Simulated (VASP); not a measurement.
Computed with PBEsol GGA with spin-orbit coupling, VASP's PBE PAW potentials (set 64) (plane waves; VASP 6.6.1).

Input for VASP

### KPOINTS
```
Regular mesh
0
G
 10 10 10
0 0 0
```

File POSCAR:
```
DyRh
3.36530
  0.9999998838   0.0000000000   0.0000000000
  0.0000000000   0.9999998838   0.0000000000
  0.0000000000   0.0000000000   0.9999998838
Dy Rh
1 1
direct
  0.0000000000   0.0000000000   0.0000000000
  0.5000000000   0.5000000000   0.5000000000
```

**INCAR**
```
! general
SYSTEM     = DyRh
PREC       = Accurate
ENCUT      = 400
LREAL      = .FALSE.
LASPH      = .TRUE.

! electronic loop
EDIFF      = 1E-6
NELM       = 100
ALGO       = Normal
LMAXMIX    = 6

! smearing
ISMEAR     = 0
SIGMA      = 0.05

! functional
GGA        = PS
GGA_COMPAT = .FALSE.

! spin
MAGMOM     = 0 0 0 0 0 0
LSORBIT    = .TRUE.

! output
LWAVE      = .FALSE.
LCHARG     = .FALSE.
```

### KPOINTS_OPT
```
k-points along high-symmetry lines
8
Line-mode
Reciprocal
  0.000000   0.000000   0.000000 ! GAMMA
  0.000000   0.500000   0.000000 ! X

  0.000000   0.500000   0.000000 ! X
  0.500000   0.500000   0.000000 ! M

  0.500000   0.500000   0.000000 ! M
  0.000000   0.000000   0.000000 ! GAMMA

  0.000000   0.000000   0.000000 ! GAMMA
  0.500000   0.500000   0.500000 ! R

  0.500000   0.500000   0.500000 ! R
  0.000000   0.500000   0.000000 ! X

  0.500000   0.500000   0.500000 ! R
  0.500000   0.500000   0.000000 ! M
```

POTCAR, in this order: Dy_3 Rh_pv (PBE.64 set). Program: vasp_ncl.

The 4f electrons are frozen in the core of the lanthanide potential, so 4f levels, which can set the real gap, and their magnetism are missing.

Q: What does the run give for the energy per atom (σ→0), band gap (over mesh and band path)?

A: 
```yaml
energy per atom (σ→0): -7.610 eV/atom
band gap (over mesh and band path): none (metal, semimetal or under 0.01 eV)
```

**OSZICAR**
```
...
DAV:   9    -0.152222365956E+02   -0.32430E-02   -0.32649E-02  4736   0.149E+00    0.808E-01
DAV:  10    -0.152220293312E+02    0.20726E-03   -0.98599E-04  4344   0.282E-01    0.542E-01
DAV:  11    -0.152219991298E+02    0.30201E-04   -0.19907E-04  5328   0.138E-01    0.178E-01
DAV:  12    -0.152219941481E+02    0.49817E-05   -0.13830E-05  4200   0.357E-02    0.684E-02
DAV:  13    -0.152219911829E+02    0.29652E-05   -0.95305E-06  4712   0.231E-02    0.202E-02
DAV:  14    -0.152219902215E+02    0.96141E-06   -0.30880E-06  3480   0.182E-02
   1 F= -.15221990E+02 E0= -.15220742E+02  d E =-.249607E-02  mag=     0.0000     0.0000    -0.0000
       N       E                     dE             ncg
```

The structure comes from a measured DyRh entry (Pm-3m) of the Crystallography Open Database, whose conditions weren't checked. It was relaxed first.
